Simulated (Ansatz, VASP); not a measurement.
## One calculation of Al3Cl, two programs

```
CELL_PARAMETERS angstrom
2.85676 0.00000 0.00000
-1.42838 2.47403 0.00000
0.00000 0.00000 20.10138
ATOMIC_POSITIONS crystal
Al 0.66667 0.33333 0.19899
Al 0.33333 0.66667 0.31345
Al 0.00000 0.00000 0.42790
Cl 0.16667 0.33333 0.52816
```

Alike in both runs: functional PBE; k mesh 9 × 9 × 1; occupations gaussian, width 0.1 eV; no spin polarisation.

Ansatz relaxed the structure, and its values are those at the end. VASP's run is a single point on that final structure, the one shown.

|  | VASP | Ansatz |
| --- | --- | --- |
| version | VASP 6.6.1 | Ansatz 0.2.0 |
| potentials or method | VASP PAW PBE potentials, release 64 (Al, Cl) | scalar-relativistic, plane waves, PAW |
| plane-wave cutoff (eV) | 520 | 420 |
| valence electrons in the cell | 16 | 16 |

|  | VASP | Ansatz | Ansatz less VASP |
| --- | --- | --- | --- |
| gap on the k mesh at the Fermi level (eV) | none | none | - |
| rms of the force components (eV/Å) | 0.087 | 0.085 | -0.0026 |
| work function, face that differs most (eV) | 5.47 | 5.47 | +0.002 |

A gap of «none» marks a metal or a gap that the smearing closes.
